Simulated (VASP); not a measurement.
# B2C (I4_1/amd) in VASP: elastic constants with PBE

Aim: the elastic constants of B2C with PBE.

All numbers are computed with VASP 6.6.1; they aren't measurements. Logs are shortened: lines on timing, memory, paths and dates and some standing lists are left out, and cuts for length are marked.

### Step 1. Starting point

Symmetry: I4_1/amd, No. 141, tetragonal system. The conventional cell has a = 2.739 Å, b = 2.739 Å, c = 11.774 Å, α = 90.00°, β = 90.00°, γ = 90.00°. Around B (site symmetry 2mm) lie 2 C at 1.57 Å. Around C (site symmetry -4m2) lie 4 B at 1.57 Å.

The cell was built by a generator and needn't be a form met in nature.

### Step 2. Elastic constants, PBE

File POSCAR:

```
B2C
1.0
   -1.3694700000      1.3694700000      5.8872300000
    1.3694700000     -1.3694700000      5.8872300000
    1.3694700000      1.3694700000     -5.8872300000
B C
4 2
Direct
    0.4350880000      0.9350880000      0.5000000000
    0.0649120000      0.5649120000      0.5000000000
    0.3149120000      0.3149120000      0.0000000000
    0.6850880000      0.6850880000      0.0000000000
    0.0000000000      0.0000000000      0.0000000000
    0.7500000000      0.2500000000      0.5000000000
```

File INCAR.step1:

```
SYSTEM = B2C
PREC = Accurate
ENCUT = 520
EDIFF = 1E-8
ISMEAR = 0
SIGMA = 0.1
LREAL = .False.
LASPH = .True.
NELM = 80
ALGO = Fast
ISIF = 3
LWAVE = .False.
LCHARG = .False.
GGA = PE
KPAR = 4
IBRION = 2
NSW = 40
EDIFFG = -0.002
```

File INCAR.step2:

```
SYSTEM = B2C
PREC = Accurate
ENCUT = 520
EDIFF = 1E-8
ISMEAR = 0
SIGMA = 0.1
LREAL = .False.
LASPH = .True.
NELM = 80
ALGO = Fast
ISIF = 3
LWAVE = .False.
LCHARG = .False.
GGA = PE
KPAR = 4
IBRION = 6
NFREE = 2
POTIM = 0.015
NSW = 1
```

File KPOINTS:

```
regular mesh
0
Gamma
  16 16 16
  0 0 0
```

Potentials or basis: VASP PAW PBE potentials, release 64 (B, C).

Started as:

```sh
cat potpaw_PBE.64/B/POTCAR potpaw_PBE.64/C/POTCAR > POTCAR
cp INCAR.step1 INCAR
mpirun -np 4 vasp_std > vasp.out
cp CONTCAR POSCAR
cp INCAR.step2 INCAR
mpirun -np 4 vasp_std > vasp.out
```

OUTCAR:

```text
SYSTEM = B2C
   PREC = Accurate
   ENCUT = 520
   EDIFF = 1E-8
   ISMEAR = 0
   LREAL = .False.
   LASPH = .True.
   NELM = 80
   ISIF = 3
   GGA = PE
   IBRION = 6
   NFREE = 2
   POTIM = 0.015
   NSW = 1

 ion  position               nearest neighbor table
   1  0.435  0.935  0.500-   5 1.57   5 1.57   3 1.97   3 1.97
   2  0.065  0.565  0.500-   5 1.57   5 1.57   4 1.97   4 1.97
   3  0.315  0.315  0.000-   6 1.57   6 1.57   1 1.97   1 1.97
   4  0.685  0.685  0.000-   6 1.57   6 1.57   2 1.97   2 1.97
   5  0.000  0.000  0.000-   2 1.57   1 1.57   2 1.57   1 1.57
   6  0.750  0.250  0.500-   3 1.57   4 1.57   3 1.57   4 1.57

  LATTYP: Found a body centered tetragonal cell.
 ALAT       =     2.7390985481
 C/A-ratio  =     4.2988506104

  Lattice vectors:

 A1 = (  -1.3695492740,   1.3695492740,   5.8874877327)
 A2 = (   1.3695492740,  -1.3695492740,   5.8874877327)
 A3 = (   1.3695492740,   1.3695492740,  -5.8874877327)

Analysis of symmetry for initial positions (statically):
=====================================================================
 Subroutine PRICEL returns:
 Original cell was already a primitive cell.

 Routine SETGRP: Setting up the symmetry group for a
 body centered tetragonal supercell.

 Subroutine GETGRP returns: Found 16 space group operations
 (whereof  8 operations were pure point group operations)
 out of a pool of 16 trial point group operations.

The static configuration has the point symmetry D_2d.
 The point group associated with its full space group is D_4h.

Analysis of symmetry for dynamics (positions and initial velocities):
=====================================================================
 Subroutine PRICEL returns:
 Original cell was already a primitive cell.

 Routine SETGRP: Setting up the symmetry group for a
 body centered tetragonal supercell.

 Subroutine GETGRP returns: Found 16 space group operations
 (whereof  8 operations were pure point group operations)
 out of a pool of 16 trial point group operations.

The dynamic configuration has the point symmetry D_2d.
 The point group associated with its full space group is D_4h.

 Subroutine INISYM returns: Found 16 space group operations
 (whereof  8 operations are pure point group operations),
 and found     1 'primitive' translations

----------------------------------------------------------------------------------------

                                     Primitive cell

  volume of cell :      44.1718

  direct lattice vectors                    reciprocal lattice vectors
    -1.369549274  1.369549274  5.887487733     0.000000000  0.365083615  0.084925867
     1.369549274 -1.369549274  5.887487733     0.365083615  0.000000000  0.084925867
     1.369549274  1.369549274 -5.887487733     0.365083615  0.365083615  0.000000000

  length of vectors
     6.197890143  6.197890143  6.197890143     0.374831227  0.374831227  0.516306200

  position of ions in fractional coordinates (direct lattice)
     0.435101101  0.935101101  0.500000000
     0.064898899  0.564898899  0.500000000
     0.314898899  0.314898899  0.000000000
     0.685101101  0.685101101  0.000000000
     0.000000000  0.000000000  0.000000000
     0.750000000  0.250000000  0.500000000

  ion indices of the primitive-cell ions
   primitive index   ion index
                 1           1
                 2           2
                 3           3
                 4           4
                 5           5
                 6           6

----------------------------------------------------------------------------------------

 KPOINTS: regular mesh

Automatic generation of k-mesh.
 Grid dimensions read from file:
 generate k-points for:   16   16   16

 Generating k-lattice:

  Cartesian coordinates                     Fractional coordinates (reciprocal lattice)
     0.000000000  0.022817726  0.005307867     0.062500000  0.000000000 -0.000000000
[... 101 lines left out ...]

 number of electron      20.0000000 magnetization

 Free energy of the ion-electron system (eV)
  ---------------------------------------------------
  ext. energy  EPLUGINS =         0.00000000
  ---------------------------------------------------
  free energy    TOTEN  =       -43.28655174 eV

  energy without entropy =      -43.28011884  energy(sigma->0) =      -43.28333529

------------------------ aborting loop because EDIFF is reached ----------------------------------------

  FORCE on cell =-STRESS in cart. coord.  units (eV):
  Direction    XX          YY          ZZ          XY          YZ          ZX
  --------------------------------------------------------------------------------------
  -------------------------------------------------------------------------------------
  Total       -0.0022760     -0.0022760      0.0011242      0.0000000      0.0000000      0.0000000
  in kB       -0.0825556     -0.0825556      0.0407758      0.0000000      0.0000000      0.0000000
  external PRESSURE =      -0.0414451 kB  Pullay stress =       0.0000000 kB
[... 101 lines left out ...]
  FREE ENERGIE OF THE ION-ELECTRON SYSTEM (eV)
  ---------------------------------------------------
  free  energy   TOTEN  =       -43.2653387914 eV

  energy  without entropy=      -43.2588989939  energy(sigma->0) =      -43.26211889

[... ionic steps 4 to 20 ...]

--------------------------------------- Ionic step       21  -------------------------------------------

 number of electron      20.0000000 magnetization

------------------------ aborting loop because EDIFF is reached ----------------------------------------
[... 75 lines left out ...]
--------------------------------------- Ionic step       23  -------------------------------------------

 number of electron      20.0000000 magnetization

 Free energy of the ion-electron system (eV)
  ---------------------------------------------------
  ext. energy  EPLUGINS =         0.00000000
  ---------------------------------------------------
  free energy    TOTEN  =       -43.28433715 eV

  energy without entropy =      -43.27791551  energy(sigma->0) =      -43.28112633

 E-fermi :   5.4383     XC(G=0): -11.7223

 val. band max:        5.4379195948   @ k =   0.0000   0.5000  -0.1250
 cond. band min:       5.4383194736   @ k =   0.3750   0.1875   0.1250
 fundamental gap:      0.0003998788
 Fermi energy:         5.4382938045

 k-point     1 :       0.0000    0.0000    0.0000
  band No.  band energies     occupation
      1     -10.5206      2.00000
      2      -8.7305      2.00000
      3      -4.6619      2.00000
      4       2.1164      2.00000
      5       2.1627      2.00000
      6       2.2525      2.00000
      7       2.5289      2.00000
      8       2.5722      2.00000
      9       3.0055      2.00000
     10       8.9777      0.00000
     11      10.0964      0.00000
     12      10.1552      0.00000
     13      11.0415      0.00000
     14      11.9839      0.00000
[... 377 lines left out ...]
      1     -10.4063      2.00000
      2      -8.6270      2.00000
      3      -4.5404      2.00000
      4       1.4931      2.00000
      5       1.9712      2.00000
      6       2.2214      2.00000
      7       2.2526      2.00000
      8       2.6861      2.00000
      9       3.0923      2.00000
     10       8.4643      0.00000
     11       9.5856      0.00000
     12       9.7820      0.00000
     13      11.8165      0.00000
     14      12.3924      0.00000

 [... further k-points ...]

------------------------ aborting loop because EDIFF is reached ----------------------------------------

  FORCE on cell =-STRESS in cart. coord.  units (eV):
  Direction    XX          YY          ZZ          XY          YZ          ZX
  --------------------------------------------------------------------------------------
  -------------------------------------------------------------------------------------
  Total       -0.0331546      0.0412480     -0.0045461      0.0000000      0.0000000      0.0000000
  in kB       -1.2025678      1.4961262     -0.1648952      0.0000000      0.0000000      0.0000000
  external PRESSURE =       0.0428878 kB  Pullay stress =       0.0000000 kB
[... 21 lines left out ...]
  FREE ENERGIE OF THE ION-ELECTRON SYSTEM (eV)
  ---------------------------------------------------
  free  energy   TOTEN  =       -43.2843371540 eV

  energy  without entropy=      -43.2779155087  energy(sigma->0) =      -43.28112633

 INTERNAL STRAIN TENSORS FROM STRAINED CELLS
 ============================================

 INTERNAL STRAIN TENSOR FOR ION    1 for displacements in x,y,z  (eV/Angst):
          X           Y           Z          XY          YZ          ZX
  --------------------------------------------------------------------------------
  x    -0.00000     0.00000    -0.00000     0.00000     0.00000     0.28833
  y     0.00000    -0.00000     0.00000    -0.00000    15.64865    -0.00000
  z     4.56415     4.93501     6.35042    -0.00034     0.00011    -0.00012

 INTERNAL STRAIN TENSORS FROM DISPLACED ATOMS
 ============================================

 INTERNAL STRAIN TENSOR FOR ION    1 for displacements in x,y,z  (eV/Angst):
          X           Y           Z          XY          YZ          ZX
  --------------------------------------------------------------------------------
  x     0.00000     0.00000     0.00000     0.00000     0.00000     0.19959
  y     0.00000     0.00000     0.00000     0.00000    15.66290     0.00000
  z     4.54628     4.92009     6.44781     0.00000     0.00000     0.00000

 INTERNAL STRAIN TENSOR FOR ION    6 for displacements in x,y,z  (eV/Angst):
          X           Y           Z          XY          YZ          ZX
  --------------------------------------------------------------------------------
  x     0.00000     0.00000     0.00000     0.00000     0.00000   -17.00718
  y     0.00000     0.00000     0.00000     0.00000    17.00717     0.00000
  z    -2.47836     2.47836     0.00000     0.00000     0.00000     0.00000

 Eigenvectors and eigenvalues of the dynamical matrix
 ----------------------------------------------------

   1 f  =   32.304730 THz   202.976605 2PiTHz 1077.569802 cm-1   133.601568 meV
             X         Y         Z           dx          dy          dz
      1.369549 -0.000000  5.123305     0.015948    0.090193    0.000000
      1.369549  0.000000  0.764183     0.496968    0.002894    0.000000
      0.000000  0.000000  3.707927     0.015948    0.090193    0.000000
      0.000000  0.000000  8.067049     0.496968    0.002894   -0.000000
      0.000000  0.000000  0.000000    -0.486647   -0.088320   -0.000000
      0.000000  1.369549  2.943744    -0.486647   -0.088320    0.000000
[... 145 lines left out ...]
  18 f/i=    9.076581 THz    57.029840 2PiTHz  302.762149 cm-1    37.537705 meV
             X         Y         Z           dx          dy          dz
      1.369549 -0.000000  5.123305     0.167769   -0.003585    0.000000
      1.369549  0.000000  0.764183    -0.000877    0.685526    0.000000
      0.000000  0.000000  3.707927    -0.167769    0.003585   -0.000000
      0.000000  0.000000  8.067049     0.000877   -0.685526   -0.000000
      0.000000  0.000000  0.000000    -0.010347   -0.042278   -0.000000
      0.000000  1.369549  2.943744     0.010347    0.042278   -0.000000

--------------------------------------------------------------------------------------------------------

 ELASTIC MODULI CONTR FROM IONIC RELAXATION (kBar)
 Direction    XX          YY          ZZ          XY          YZ          ZX
 --------------------------------------------------------------------------------
 XX        -149.1395    -94.1920   -165.7398      0.0000     -0.0000     -0.0000
 YY         -94.1920   -149.1395   -165.7398      0.0000     -0.0000     -0.0000
 ZZ        -165.7398   -165.7398   -225.7800      0.0000     -0.0000     -0.0000
 XY           0.0000      0.0000      0.0000      0.0000      0.0000      0.0000
 YZ          -0.0000     -0.0000     -0.0000      0.0000   -848.2894      0.0000
 ZX          -0.0000     -0.0000     -0.0000      0.0000      0.0000   -848.2899
 --------------------------------------------------------------------------------

 TOTAL ELASTIC MODULI (kBar)
 Direction    XX          YY          ZZ          XY          YZ          ZX
 --------------------------------------------------------------------------------
 XX        6464.9452    107.7515   1060.6168      0.0000     -0.0000     -0.0000
 YY         107.7515   6464.9452   1060.6168     -0.0000     -0.0000     -0.0000
 ZZ        1060.6168   1060.6168   3401.3854      0.0000     -0.0000     -0.0000
 XY           0.0000     -0.0000      0.0000    637.9252      0.0000      0.0000
 YZ          -0.0000     -0.0000     -0.0000      0.0000   1369.1003      0.0000
 ZX          -0.0000     -0.0000     -0.0000      0.0000      0.0000   1369.1000
 --------------------------------------------------------------------------------
```

Wall time 1.6 h (4 MPI ranks of Intel Xeon Platinum 8375C at 2.90GHz (Ice Lake), shared host); peak memory 1.2 GiB.

What came out:

* Voigt bulk modulus: 231 GPa
* Highest phonon frequency at Γ, LO-TO splitting left out: 1078 cm⁻¹
* Most unstable mode: 303i cm⁻¹

Phonon frequencies in cm⁻¹ (negative: imaginary):
```csv
q point,frequencies
"(0.000, 0.000, 0.000)",-303 -303 0 0 0 359 359 445 445 477 689 732 820 886 1052 1052 1078 1078
```

Elastic tensor in Voigt notation (GPa, in the Cartesian axes of the cell as first typed):
```
646  11 106   0   0   0
 11 646 106   0   0   0
106 106 340   0   0   0
  0   0   0 137   0   0
  0   0   0   0 137   0
  0   0   0   0   0  64
```

Clamped-ion elastic tensor (GPa):
```
661  20 123   0   0   0
 20 661 123   0   0   0
123 123 363   0   0   0
  0   0   0 222   0   0
  0   0   0   0 222   0
  0   0   0   0   0  64
```

Caveat: some modes are imaginary.
